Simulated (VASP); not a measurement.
```yaml
crystal:
  lattice:
    - [2.65567, 0.00000, 0.00000]
    - [0.00000, 2.73818, 0.00000]
    - [0.00000, 0.00000, 3.63369]
  atoms:
    - { symbol: Fe, position: [0.00000, 0.00000, 0.00000], spin: 3.0 }
    - { symbol: Pt, position: [0.51488, 0.50000, 0.50000] }
```

Method: PBE GGA, VASP's PBE PAW potentials (set 64) (plane waves; VASP 6.6.1). Numerical set-up: 400 eV cut-off, 12×12×9 Γ-centred mesh, Fermi-Dirac smearing of 0.30 eV, potentials Fe Pt.

Unless said otherwise, spin-orbit coupling is left out, though it shifts the bands of the heavy elements here.

Estimate the cell moment, energy per atom (σ→0), pressure, largest force, band gap (on the k-mesh) with the smallest direct gap where there is one.

```yaml
band gap (on the k-mesh): none (metal, semimetal or under 0.01 eV)
cell_moment: 2.93 μB
energy per atom (σ→0): -7335 meV/atom
pressure: 13.45 GPa
largest_force: 0.00807 Ry/bohr
```

Give the moment on each site (PAW-sphere projection).

```
site  moment (μB)
----  -----------
Fe1          2.64
Pt2          0.26
```

Total energies compare only between runs with the same potentials, cut-off and functional.

The compound is FePt in the L1_0 structure. The cell was not relaxed at this level, atoms are displaced from their ideal sites. The run is one of a series of settings (ISMEAR = -1, SIGMA = 0.3 against the base run), some of them coarse on purpose.
